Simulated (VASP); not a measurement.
Data:

```
Er
1.0
    1.80732    -3.13037     0.00000
    1.80732     3.13037     0.00000
    0.00000     0.00000     5.61000
Er
2
Direct
  0.33333   0.66667   0.25000
  0.66667   0.33333   0.75000
```

The numbers are results of revPBE GGA, VASP's PBE PAW potentials (set 64) (plane waves; VASP), not measurements. Numerical set-up: 520 eV cut-off, Gaussian smearing of 0.050 eV, potentials Er_3.

The 4f electrons are frozen in the core of the lanthanide potential, so 4f levels, which can set the real gap, and their magnetism are missing.

Task: Give the energies of bands 7 to 12 at the high-symmetry points, in eV from the Fermi level.

Result: 
```json
[
 {"band": "7", "Γ": "-5.40", "M": "-2.06", "K": "-0.84", "A": "-3.81", "L": "-1.91", "H": "-0.54"},
 {"band": "8", "Γ": "-2.15", "M": "-1.30", "K": "-0.84", "A": "-3.81", "L": "-1.91", "H": "-0.54"},
 {"band": "9", "Γ": "0.94", "M": "-0.82", "K": "-0.72", "A": "1.11", "L": "0.12", "H": "-0.41"},
 {"band": "10", "Γ": "1.94", "M": "-0.22", "K": "-0.51", "A": "1.11", "L": "0.12", "H": "-0.41"},
 {"band": "11", "Γ": "1.94", "M": "1.57", "K": "1.21", "A": "1.84", "L": "1.41", "H": "0.43"},
 {"band": "12", "Γ": "2.40", "M": "1.61", "K": "1.21", "A": "1.84", "L": "1.41", "H": "0.43"}
]
```

It has no gap at this level: it comes out as a metal or semimetal.

The compound is Er in the hcp structure. It was relaxed first.
